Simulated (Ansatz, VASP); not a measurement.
**One calculation of InPtCl3, two programs**

INCAR

```
SYSTEM = InPtCl3
PREC     = Accurate       ! precision mode
ENCUT    = 600            ! plane-wave cutoff, eV
EDIFF    = 1E-6           ! SCF threshold, eV
ISMEAR   = 0              ! smearing method
SIGMA    = 0.1            ! smearing width, eV
LREAL    = .False.        ! projectors in reciprocal space
LASPH    = .True.         ! aspherical terms in the spheres
NELM     = 100            ! most SCF steps
ALGO     = Normal         ! electronic algorithm
ISIF     = 3              ! what is computed and relaxed
LWAVE    = .False.        ! write WAVECAR
LCHARG   = .False.        ! write CHGCAR
GGA      = PE             ! functional
IBRION   = 2              ! ionic algorithm
NSW      = 100            ! ionic steps
EDIFFG   = -0.01          ! ionic threshold
```

File KPOINTS:

```
regular mesh
0
Gamma
  8 8 8
  0 0 0
```

The input POSCAR:

```
InPtCl3
1.0
    4.9842925009      0.0000000000      0.0000000000
    0.0000000000      4.9842925009      0.0000000000
    0.0000000000      0.0000000000      4.9842925009
In Pt Cl
1 1 3
Direct
    0.5000000000      0.5000000000      0.5000000000
    0.0000000000      0.0000000000      0.0000000000
    0.0000000000      0.0000000000      0.5000000000
    0.0000000000      0.5000000000      0.0000000000
    0.5000000000      0.0000000000      0.0000000000
```

Input for Ansatz:

```yaml
crystal:
  lattice:
    - [4.9842925009, 0.0, 0.0]
    - [0.0, 4.9842925009, 0.0]
    - [0.0, 0.0, 4.9842925009]
  atoms:
    - { symbol: In, position: [0.5, 0.5, 0.5] }
    - { symbol: Pt, position: [0.0, 0.0, 0.0] }
    - { symbol: Cl, position: [0.0, 0.0, 0.5] }
    - { symbol: Cl, position: [0.0, 0.5, 0.0] }
    - { symbol: Cl, position: [0.5, 0.0, 0.0] }
basis:
  ecutwfc: 420
kpoints:
  mp_grid: { grid: [8, 8, 8] }
hamiltonian:
  xc: pbe
scf:
  occupations: { method: gaussian, width: 0.1 }
output:
  forces: true
  stress: true
  eigenvalues: true
relax:
  adjacent_minimum: "off"
  f_tol: 0.01
  max_steps: 80
  cell: { stress_tol: 0.05 }
```

Change from the starting cell: species swapped into the YbNiH3 type (Pm-3m, No. 221).

Alike in both runs: task relaxation of cell and atoms; functional PBE; k mesh 8 × 8 × 8; occupations gaussian, width 0.1 eV; no spin polarisation.

|  | VASP | Ansatz |
| --- | --- | --- |
| version | VASP 6.6.1 | Ansatz 0.2.0 |
| potentials or method | VASP PAW PBE potentials, release 64 (In_d, Pt, Cl) | scalar-relativistic, plane waves, PAW |
| plane-wave cutoff (eV) | 600 | 420 |
| valence electrons in the cell | 44 | 52 |

|  | VASP | Ansatz | Ansatz less VASP |
| --- | --- | --- | --- |
| gap on the k mesh at the Fermi level, each at its own relaxed structure (eV) | none | none | - |
| relaxed volume (Å³/atom) | 24.54 | 24.58 | +0.040 |
| relaxed cell length with the largest relative difference (Å) | 4.969 | 4.972 | +0.0027 |

A gap of «none» marks a metal or a gap that the smearing closes. The two sets of potentials don't hold the same shells in valence.

The runs have no spin-orbit coupling, so splittings on Pt are missing.
